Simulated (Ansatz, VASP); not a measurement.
# YBiS3 in two plane-wave programs, part 3 of 3

One calculation is typed for both programs; each brings its own data sets. How far apart do they land? The cell is generated by rule, not measured, and may not be a known phase. The cell is taken from a series of runs on this material, whose earlier steps may have relaxed, scaled, displaced or heated it; both programs get it as it stands.

VASP 6.6.1 and Ansatz 0.2.0.

So far: Ansatz: relaxation of cell and atoms, PBEsol, pair 1; VASP: relaxation of cell and atoms, PBEsol, pair 1; Comparison; VASP: relaxation of cell and atoms, PBEsol, pair 2; Ansatz: relaxation of cell and atoms, PBEsol, pair 2; Side by side.

### Step 8. Ansatz: relaxation of cell and atoms, PBEsol, pair 3

Level of this step: Ansatz beside VASP: Kohn-Sham DFT, plane waves, PBEsol (Ansatz).

The relaxed volume is the usual yardstick between codes: in a stiff, nearly cubic crystal its relative difference is about their pressure difference at one cell divided by the bulk modulus. Its start cell is another than that of the pair before, and may be another structure of the material.

The cell is taken from a series of runs on this material, whose earlier steps may have relaxed, scaled, displaced or heated it; both programs get it as it stands.

File input.yaml:

```yaml
crystal:
  lattice:
    - [-5.0926770221, 3.5379683443, 3.7212036756]
    - [5.0926770221, -3.5379683443, 3.7212036756]
    - [5.0926770221, 3.5379683443, -3.7212036756]
  atoms:
    - { symbol: Bi, position: [0.0470172006, 0.3528920714, 0.1941251291] }
    - { symbol: Bi, position: [0.1587669423, 0.8528920714, 0.8058748709] }
    - { symbol: "Y", position: [0.4730476282, 0.9730476282, 0.5] }
    - { symbol: "Y", position: [0.4730476282, 0.4730476282, 0.0] }
    - { symbol: S, position: [0.5390969161, 0.6605435023, 0.3785534137] }
    - { symbol: S, position: [0.2819900886, 0.1605435023, 0.6214465863] }
    - { symbol: S, position: [0.512325018, 0.1698822782, 0.1987286557] }
    - { symbol: S, position: [0.512325018, 0.8135963623, 0.8424427399] }
    - { symbol: S, position: [0.9711536225, 0.3135963623, 0.8012713443] }
    - { symbol: S, position: [0.9711536225, 0.6698822782, 0.1575572601] }
kpoints:
  mp_grid: { grid: [6, 6, 6] }
hamiltonian:
  xc: pbesol
  pseudopotentials: { kind: paw, azcp: { folder: soft_1 }, xc_functional: pbe }
scf:
  occupations: { method: fixed }
output:
  forces: true
  stress: true
  eigenvalues: true
relax:
  adjacent_minimum: "off"
  f_tol: 0.001
  max_steps: 60
  cell: { stress_tol: 0.01 }
```

Launch:

```sh
$ ansatz run input.yaml --threads 8 --pin off --max-ram 16384MiB --backend cpu --events-out ev --progress --plain --runs-dir out
```

Numbers of over 12 decimals in the logs are rounded to 6 here.

Output:

```text
[...]
Crystal: 10 atoms, lattice volume = 268.191 Å³
Basis set: ecut = 420 eV, 5223 PW (Γ), exchange–correlation on 100×100×100 points (8 copies of the dense FFT grid, shifted against one another)
Bands: 54, of which v1, the nominal top of the filled ones, is band 44 counted from 1 (43 counted from 0)
Symmetry: 4 space group operations
[...]
- { symbol: Y, position: [0.473048, 0.473048, 0.0] }
    - { symbol: S, position: [0.539097, 0.660544, 0.378553] }
    - { symbol: S, position: [0.2819900886, 0.160544, 0.621446586275] }
    - { symbol: S, position: [0.512325018025, 0.169882, 0.198729] }
    - { symbol: S, position: [0.512325018025, 0.813596362325, 0.84244273985] }
    - { symbol: S, position: [0.971153622475, 0.313596362325, 0.8012713443] }
    - { symbol: S, position: [0.971154, 0.669882, 0.15755726015] }
[key lines of the parts left out:]
SCF converged after 7 iterations
Free energy (F): -37400.226571 eV
Fermi energy:    6.079075 eV
P = ⅓ Tr σ = 0.0026 GPa (0.026 kbar)
```

### Step 9. VASP: relaxation of cell and atoms, PBEsol, pair 3

The same cell, functional and mesh now go to VASP, with its own data sets.

File INCAR:

```
SYSTEM = YBiS3
PREC = Accurate
ENCUT = 500
EDIFF = 1E-07
NELM = 120
ISMEAR = 0
SIGMA = 0.01
LREAL = .FALSE.
ALGO = Normal
GGA = PS
NBANDS = 54
LASPH = .TRUE.
LORBIT = 11
LWAVE = .FALSE.
LCHARG = .FALSE.
ISIF = 3
IBRION = 2
NSW = 80
EDIFFG = -0.005
GGA_COMPAT = .FALSE.
NELMIN = 4
EFERMI = MIDGAP
KPAR = 2
```

File POSCAR:

```
YBiS3
1.0
   -5.0926770000      3.5379680000      3.7212040000
    5.0926770000     -3.5379680000      3.7212040000
    5.0926770000      3.5379680000     -3.7212040000
Bi Y S
2 2 6
Direct
    0.0470172322      0.3528921507      0.1941251797
    0.1587669710      0.8528921507      0.8058749185
    0.4730475674      0.9730475674      0.5000000000
    0.4730475674      0.4730475674      0.0000000000
    0.5390969214      0.6605435184      0.3785535012
    0.2819901584      0.1605435184      0.6214467383
    0.5123249193      0.1698822311      0.1987286847
    0.5123249193      0.8135962345      0.8424426882
    0.9711535463      0.3135962345      0.8012713153
    0.9711535463      0.6698822311      0.1575573118
```

File KPOINTS:

```
Automatic mesh
0
Gamma
6 6 6
0 0 0
```

The projector-augmented-wave data sets are Bi_d, Y_sv and S (PBE family, release 64).

Launch:

```sh
$ mpirun -np 2 vasp_std
```

Output:

```text
[... set-up lines as in an earlier step ...]
 entering main loop
       N       E                     dE             d eps       ncg     rms          rms(c)
DAV:   1     0.792006476551E+03    0.79201E+03   -0.40690E+04  5144   0.156E+03
DAV:   2     0.456540605614E+02   -0.74635E+03   -0.72204E+03  5422   0.402E+02
DAV:   3    -0.572281141583E+02   -0.10288E+03   -0.10018E+03  6836   0.151E+02
DAV:   4    -0.642701192198E+02   -0.70420E+01   -0.70091E+01  7600   0.388E+01
[...]
DAV:  14    -0.602046339293E+02   -0.19843E-05   -0.91759E-06  7436   0.137E-02    0.927E-03
DAV:  15    -0.602046352999E+02   -0.13707E-05   -0.18266E-06  5584   0.522E-03    0.589E-03
DAV:  16    -0.602046353477E+02   -0.47816E-07   -0.81062E-07  4972   0.328E-03
   1 F= -.60204635E+02 E0= -.60204635E+02  d E =-.602046E+02
[...]
N       E                     dE             d eps       ncg     rms          rms(c)
DAV:   1    -0.602055120449E+02   -0.87675E-03   -0.32788E-02  6482   0.118E+00    0.242E-01
[...]
DAV:   8    -0.602046547368E+02    0.79218E-07   -0.14222E-07  3752   0.182E-03
   2 F= -.60204655E+02 E0= -.60204655E+02  d E =-.193890E-04
 trial-energy change:   -0.000019  1 .order   -0.000021   -0.000146    0.000104
 step:   0.5741(harm=  0.5852)  dis= 0.00035  next Energy=   -60.204677 (dE=-0.416E-04)
[...]
N       E                     dE             d eps       ncg     rms          rms(c)
DAV:   1    -0.602048353992E+02   -0.18058E-03   -0.59678E-03  6416   0.506E-01    0.103E-01
DAV:   2    -0.602047200233E+02    0.11538E-03   -0.51720E-04  6696   0.136E-01    0.409E-02
DAV:   3    -0.602046803085E+02    0.39715E-04   -0.11416E-04  6622   0.686E-02    0.217E-02
DAV:   4    -0.602046791671E+02    0.11415E-05   -0.29527E-05  7872   0.188E-02    0.238E-02
DAV:   5    -0.602046789756E+02    0.19146E-06   -0.18473E-06  6924   0.534E-03    0.877E-03
DAV:   6    -0.602046776295E+02    0.13461E-05   -0.11787E-06  7488   0.328E-03    0.258E-03
DAV:   7    -0.602046771170E+02    0.51242E-06   -0.28536E-07  5080   0.199E-03    0.204E-03
DAV:   8    -0.602046771203E+02   -0.32778E-08   -0.55692E-08  3144   0.126E-03
   3 F= -.60204677E+02 E0= -.60204677E+02  d E =-.417726E-04
[...]
reached required accuracy - stopping structural energy minimisation
```

OUTCAR, selected parts (step 9):

```text
  Total       -0.0164952      0.0297135      0.0085398      0.0000000      0.0000000      0.0000000
  in kB       -0.0986155      0.1776407      0.0510547      0.0000000      0.0000000      0.0000000
  external PRESSURE =       0.0433600 kB  Pullay stress =       0.0000000 kB

 POSITION                                       TOTAL-FORCE (eV/Angst)
 -----------------------------------------------------------------------------------
      2.54550     -0.39545      0.76592         0.000000      0.000026      0.001936
      7.63651      0.39545      0.76592         0.000000     -0.000026      0.001936
      5.09101      0.00000      3.51957        -0.000000     -0.000000     -0.003723
      0.00000      0.00000      3.51957        -0.000000     -0.000000     -0.003723
      2.54550      0.90947      3.05461         0.000000      0.003582      0.001535
      2.54550      2.62793     -0.66566         0.000000     -0.003582      0.001535
     -0.73168      1.91433      1.79860         0.002545      0.003805      0.000126
      5.82269      1.91433      1.79860        -0.002545      0.003805      0.000126
      0.73168      5.16048      1.79860        -0.002545     -0.003805      0.000126
     -0.73168      1.62308      5.51887         0.002545     -0.003805      0.000126
 -----------------------------------------------------------------------------------
    total drift:                                0.000066      0.000070      0.000389

  FREE ENERGIE OF THE ION-ELECTRON SYSTEM (eV)
  ---------------------------------------------------
  free  energy   TOTEN  =       -60.2046771203 eV

  energy  without entropy=      -60.2046771203  energy(sigma->0) =      -60.20467712

[... 1 part as in an earlier step ...]

[... 3 further parts left out ...]
[key lines of the parts left out:]
E-fermi :   4.0378
```

The run keeps the 4 symmetry operations of its start, so it cannot find a distortion of lower symmetry.

### Step 10. Differences

The two programs side by side:

```tsv
quantity	Ansatz	VASP	difference
volume (Å³)	268.19	267.99	+0.07 %
edge a after relaxation, in the typed setting (Å)	7.232	7.230	+0.03 %
```

### Step 11. Results

```
difference in volume (relaxation of cell and atoms, PBEsol, pair 1) : 0.083 %
difference in volume (relaxation of cell and atoms, PBEsol, pair 2) : 0.059 %
difference in volume (relaxation of cell and atoms, PBEsol, pair 3) : 0.074 %
```

What this shows: The difference in volume is 0.083 % (relaxation of cell and atoms, PBEsol, pair 1), within the 1.2 % picked in this series as the mark of a large difference, as far as the stopping tolerances let one tell. Such differences can come from data sets, numerical settings and the points named under the comparisons, not from the functional's error against experiment.

[Lines on the potential files, build, host, timing and source positions are cut from VASP's logs without a mark.]

[Logs are printed without paths, hosts, clocks, repeated set-up lines and the standing remarks that a program may print on its own settings, such as how far it seeks lower states.]

[Hosts, paths, dates, database ids (printed as entryN), source tags and the programs' standing remarks are cut or masked in the printed files.]
